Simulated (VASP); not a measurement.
# CrC2 (P6/mmm) in VASP: single point with PBEsol

Aim: the single point of CrC2 with PBEsol.

Program: VASP 6.6.1. These are calculated values, not measurements. Logs are shortened: lines on timing, memory, paths and dates and some standing lists are left out, and cuts for length are marked.

**1. Starting point**

It takes space group P6/mmm (No. 191, hexagonal). Conventional cell: a = 2.557 Å, b = 2.557 Å, c = 4.064 Å, α = 90.00°, β = 90.00°, γ = 120.00°. Cr (site symmetry 6/mmm) is surrounded by 12 C at 2.51 Å and 6 Cr at 2.56 Å. C (site symmetry -6m2) is surrounded by 3 C at 1.48 Å.

The cell comes from a database or a generator and needn't be the stable form of this composition.

**2. Single point, PBEsol, collinear spin, typed start**

Contents of INCAR:

```
ALGO     = Normal         # electronic algorithm
EDIFF    = 1E-7           # SCF threshold, eV
ENCUT    = 520            # plane-wave cutoff, eV
GGA      = PS             # functional
ISIF     = 2              # what is computed and relaxed
ISMEAR   = 0              # smearing method
ISPIN    = 2              # spin polarisation
LASPH    = True           # aspherical terms in the spheres
LCHARG   = False          # write CHGCAR
LMAXMIX  = 4              # l up to which the mixer works
LORBIT   = 11             # projections on sites
LREAL    = False          # projectors in reciprocal space
LWAVE    = False          # write WAVECAR
MAGMOM   = 2 0 0          # initial moments
NBANDS   = 21             # bands
NELM     = 150            # most SCF steps
PREC     = Accurate       # precision mode
SIGMA    = 0.05           # smearing width, eV
```

Contents of KPOINTS:

```
k-points
0
Gamma
  12 12 10
```

Contents of POSCAR:

```
CrC2
1.0
    2.5571722985      0.0000000000      0.0000000000
   -1.2785861492      2.2145761723      0.0000000000
    0.0000000000      0.0000000000      4.0644823570
Cr C
1 2
Direct
    0.0000000000      0.0000000000      0.0000000000
    0.3333333333      0.6666666667      0.5000000000
    0.6666666667      0.3333333333      0.5000000000
```

Potentials or basis: VASP PAW PBE potentials, release 64 (Cr_pv, C).

Launch:

```console
cat potpaw_PBE.64/Cr_pv/POTCAR potpaw_PBE.64/C/POTCAR > POTCAR
mpirun -np 1 vasp_std > vasp.out
```

OUTCAR:

```text
EDIFF = 1E-7
   ENCUT = 520
   GGA = PS
   ISIF = 2
   ISMEAR = 0
   ISPIN = 2
   LASPH = True
   LORBIT = 11
   LREAL = False
   NELM = 150
   PREC = Accurate

 ion  position               nearest neighbor table
   1  0.000  0.000  0.000-   2 2.51   3 2.51   2 2.51   3 2.51   2 2.51   2 2.51   3 2.51   3 2.51
                             3 2.51   3 2.51   2 2.51   2 2.51
   2  0.333  0.667  0.500-   3 1.48   3 1.48   3 1.48   1 2.51   1 2.51   1 2.51   1 2.51   1 2.51
                             1 2.51
   3  0.667  0.333  0.500-   2 1.48   2 1.48   2 1.48   1 2.51   1 2.51   1 2.51   1 2.51   1 2.51
                             1 2.51

  LATTYP: Found a hexagonal cell.
 ALAT       =     2.5571722985
 C/A-ratio  =     1.5894440744

  Lattice vectors:

 A1 = (   2.5571722985,   0.0000000000,   0.0000000000)
 A2 = (  -1.2785861492,   2.2145761723,   0.0000000000)
 A3 = (   0.0000000000,   0.0000000000,   4.0644823570)

Analysis of symmetry for initial positions (statically):
=====================================================================
 Subroutine PRICEL returns:
 Original cell was already a primitive cell.

 Routine SETGRP: Setting up the symmetry group for a
 hexagonal supercell.

 Subroutine GETGRP returns: Found 24 space group operations
 (whereof 24 operations were pure point group operations)
 out of a pool of 24 trial point group operations.

The static configuration has the point symmetry D_6h.

Analysis of symmetry for dynamics (positions and initial velocities):
=====================================================================
 Subroutine PRICEL returns:
 Original cell was already a primitive cell.

 Routine SETGRP: Setting up the symmetry group for a
 hexagonal supercell.

 Subroutine GETGRP returns: Found 24 space group operations
 (whereof 24 operations were pure point group operations)
 out of a pool of 24 trial point group operations.

The dynamic configuration has the point symmetry D_6h.

Analysis of structural, dynamic, and magnetic symmetry:
=====================================================================
 Subroutine PRICEL returns:
 Original cell was already a primitive cell.

 Routine SETGRP: Setting up the symmetry group for a
 hexagonal supercell.

 Subroutine GETGRP returns: Found 24 space group operations
 (whereof 24 operations were pure point group operations)
 out of a pool of 24 trial point group operations.

The overall configuration has the point symmetry D_6h.

 Subroutine INISYM returns: Found 24 space group operations
 (whereof 24 operations are pure point group operations),
 and found     1 'primitive' translations

----------------------------------------------------------------------------------------

                                     Primitive cell

  volume of cell :      23.0174

  direct lattice vectors                    reciprocal lattice vectors
     2.557172298  0.000000000  0.000000000     0.391056950  0.225776835  0.000000000
    -1.278586149  2.214576172  0.000000000     0.000000000  0.451553671  0.000000000
     0.000000000  0.000000000  4.064482357     0.000000000  0.000000000  0.246033790

  length of vectors
     2.557172298  2.557172298  4.064482357     0.451553671  0.451553671  0.246033790

  position of ions in fractional coordinates (direct lattice)
     0.000000000  0.000000000  0.000000000
     0.333333333  0.666666667  0.500000000
     0.666666667  0.333333333  0.500000000

  ion indices of the primitive-cell ions
   primitive index   ion index
                 1           1
                 2           2
                 3           3

----------------------------------------------------------------------------------------

 KPOINTS: k-points

Automatic generation of k-mesh.
 Grid dimensions read from file:
 generate k-points for:   12   12   10

 Generating k-lattice:

  Cartesian coordinates                     Fractional coordinates (reciprocal lattice)
     0.032588079  0.018814736  0.000000000     0.083333333  0.000000000  0.000000000
     0.000000000  0.037629473  0.000000000     0.000000000  0.083333333  0.000000000
     0.000000000  0.000000000  0.024603379     0.000000000  0.000000000  0.100000000

  Length of vectors
     0.037629473  0.037629473  0.024603379

  Shift w.r.t. Gamma in fractional coordinates (k-lattice)
     0.000000000  0.000000000  0.000000000

 Subroutine IBZKPT returns following result:
 ===========================================

 Found    114 irreducible k-points:

 Following reciprocal coordinates:
            Coordinates               Weight
  0.000000  0.000000  0.000000      1.000000
  0.083333 -0.000000  0.000000      6.000000
  0.166667 -0.000000  0.000000      6.000000
  0.250000 -0.000000  0.000000      6.000000
  0.333333  0.000000  0.000000      6.000000
  0.416667 -0.000000  0.000000      6.000000
[... 16 lines left out ...]
  0.250000 -0.000000  0.100000     12.000000
  0.333333  0.000000  0.100000     12.000000
 [... further k-points ...]
   k-points           NKPTS =    114   k-points in BZ     NKDIM =    114   number of bands    NBANDS=     21
   number of dos      NEDOS =    301   number of ions     NIONS =      3
   total plane-waves  NPLWV =  12000
   dimension x,y,z NGX =    20 NGY =   20 NGZ =   30
   dimension x,y,z NGXF=    40 NGYF=   40 NGZF=   60
   ions per type =               1   2
   NGX,Y,Z   is equivalent  to a cutoff of  13.00, 13.00, 12.27 a.u.
   NGXF,Y,Z  is equivalent  to a cutoff of  26.00, 26.00, 24.54 a.u.
 SYSTEM =  unknown system
   PREC   = accura    normal or accurate (medium, high low for compatibility)
   ISTART =      0    job   : 0-new  1-cont  2-samecut
   ICHARG =      2    charge: 1-file 2-atom 10-const
   ISPIN  =      2    spin polarized calculation?
   LNONCOLLINEAR =      F non collinear calculations
   LSORBIT =      F    spin-orbit coupling
   LASPH  =      T    aspherical Exc in radial PAW
   ENCUT  =  520.0 eV  38.22 Ry    6.18 a.u.   4.75  4.75  7.56*2*pi/ulx,y,z
   NELM   =    150;   NELMIN=  2; NELMDL= -5     # of ELM steps
   EDIFF  = 0.1E-06   stopping-criterion for ELM
   LREAL  =      F    real-space projection
   EDIFFG = 0.1E-05   stopping-criterion for IOM
   NSW    =      0    number of steps for IOM
   IBRION =     -1    ionic relax: 0-MD 1-quasi-New 2-CG
   NFREE  =      0    steps in history (QN), initial steepest desc. (CG)
   ISIF   =      2    stress and relaxation
   ISYM   =      2    0-nonsym 1-usesym 2-fastsym
   POTIM  = 0.5000    time-step for ionic-motion
   TEBEG  =    0.0;   TEEND  =   0.0 temperature during run
   PSTRESS=    0.0 pullay stress
   NELECT =      20.0000    total number of electrons
   NUPDOWN=      -1.0000    fix difference up-down
   EMIN   =  10.00;   EMAX   =-10.00  energy-range for DOS
   EFERMI =   0.00;   METHOD = LEGACY
   ISMEAR =     0;   SIGMA  =   0.05  broadening in eV -4-tet -1-fermi 0-gaus
   EFERMI_NEDOS =   21; number of points for ismear=-14 and -15
   IALGO  =     38    algorithm
   IMIX   =      4    mixing-type and parameters
     AMIX     =   0.40;   BMIX     =  1.00
     AMIX_MAG =   1.60;   BMIX_MAG =  1.00
  volume/ion in A,a.u.               =       7.67        51.78
  Fermi-wavevector in a.u.,A,eV,Ry     =   1.562186  2.952104 33.204020  2.440427
  Thomas-Fermi vector in A             =   2.665142
   LORBIT       =     11    0 simple, 1 ext, 2 COOP (PROOUT), +10 PAW based schemes
   GGA     = PS    functional components
   LHFCALC =     F    Hartree Fock is set to
   AEXX    =    0.0000 exact exchange contribution
   IVDW    =     0    specifies the selected vdW correction
   LEPSILON=     F    determine dielectric tensor
   LRPA    =     F    only Hartree local field effects (RPA)
 spin polarized calculation
 Gauss-broadening in eV      SIGMA  =   0.05
  energy-cutoff  :      520.00
  volume of cell :       23.02
 maximum number of plane-waves:       640
 NGX is ok and might be reduce to    20
   NGX =  9   NGY =  9   NGZ = 15

 number of electron      20.0000001 magnetization       0.1073820

 Free energy of the ion-electron system (eV)
  ---------------------------------------------------
  ext. energy  EPLUGINS =         0.00000000
  ---------------------------------------------------
  free energy    TOTEN  =       -26.78497723 eV

  energy without entropy =      -26.78246482  energy(sigma->0) =      -26.78372103

 E-fermi :  11.8624     XC(G=0): -13.6244

 val. band max:       11.8601461980   @ k =   0.0833   0.0833   0.1000
 cond. band min:      11.8646651775   @ k =   0.1667  -0.0000   0.4000
 fundamental gap:      0.0045189795
 Fermi energy:        11.8623978536

 spin component 1

 k-point     1 :       0.0000    0.0000    0.0000
  band No.  band energies     occupation
      1     -31.3835      1.00000
      2     -30.7886      1.00000
      3     -30.7886      1.00000
      4      -9.9547      1.00000
      5       1.6256      1.00000
      6       6.1225      1.00000
[... 550 lines left out ...]
      5      -0.3768      1.00000
      6       3.4526      1.00000
[... 13 lines left out ...]
     20      27.4315      0.00000
     21      30.0542      0.00000

 [... further k-points ...]

 spin component 2

 k-point     1 :       0.0000    0.0000    0.0000
  band No.  band energies     occupation
      1     -31.2653      1.00000
      2     -30.6825      1.00000
      3     -30.6825      1.00000
      4      -9.9539      1.00000
      5       1.6273      1.00000
      6       6.1242      1.00000
[... 550 lines left out ...]
      5      -0.3760      1.00000
      6       3.4626      1.00000
[... 13 lines left out ...]
     20      27.4556      0.00000
     21      30.0834      0.00000

 [... further k-points ...]

------------------------ aborting loop because EDIFF is reached ----------------------------------------

  FORCE on cell =-STRESS in cart. coord.  units (eV):
  Direction    XX          YY          ZZ          XY          YZ          ZX
  --------------------------------------------------------------------------------------
  -------------------------------------------------------------------------------------
  Total       -2.8045280     -2.8045280      1.7334938     -0.0000000     -0.0000000     -0.0000000
  in kB     -195.2155941   -195.2155941    120.6638074     -0.0000000     -0.0000000     -0.0000000
  external PRESSURE =     -89.9224603 kB  Pullay stress =       0.0000000 kB

 VOLUME and BASIS-vectors are now :
 -----------------------------------------------------------------------------
  energy-cutoff  :      520.00
  volume of cell :       23.02
      direct lattice vectors                 reciprocal lattice vectors
     2.557172298  0.000000000  0.000000000     0.391056950  0.225776835  0.000000000
    -1.278586149  2.214576172  0.000000000     0.000000000  0.451553671  0.000000000
     0.000000000  0.000000000  4.064482357     0.000000000  0.000000000  0.246033790

 POSITION                                       TOTAL-FORCE (eV/Angst)
 -----------------------------------------------------------------------------------
      0.00000      0.00000      0.00000         0.000000      0.000000      0.000000
     -0.00000      1.47638      2.03224        -0.000000      0.000000      0.000000
      1.27859      0.73819      2.03224         0.000000      0.000000      0.000000
 -----------------------------------------------------------------------------------
    total drift:                               -0.000000      0.000000      0.000000

  FREE ENERGIE OF THE ION-ELECTRON SYSTEM (eV)
  ---------------------------------------------------
  free  energy   TOTEN  =       -26.7849772325 eV

  energy  without entropy=      -26.7824648181  energy(sigma->0) =      -26.78372103

 total charge

# of ion       s       p       d       tot
------------------------------------------
    1        0.298   6.267   4.400  10.966
    2        0.822   1.713   0.000   2.536
    3        0.822   1.713   0.000   2.536
--------------------------------------------------
tot          1.943   9.693   4.400  16.037

 magnetization (x)

# of ion       s       p       d       tot
------------------------------------------
    1        0.000  -0.000   0.107   0.108
    2        0.000  -0.002   0.000  -0.001
    3        0.000  -0.002   0.000  -0.001
--------------------------------------------------
tot          0.001  -0.003   0.107   0.105
```

Run time: 93 s. Hardware: 1 thread of Intel Xeon 6975P-C (Granite Rapids), shared host; peak memory 0.2 GiB.

Results:

- Free energy: -26.7850 eV
- Pressure: -9.0 GPa
- Band gap on the k mesh: none (metal or under the smearing width)
- Net moment: 0.11 μB per cell
- Site moments: Cr +0.11; C -0.00 μB
- Valence electrons inside the program's atomic spheres: Cr 10.97; C 2.54

Caveat: the PAW data sets were made with another functional, which shifts forces and pressure a little.
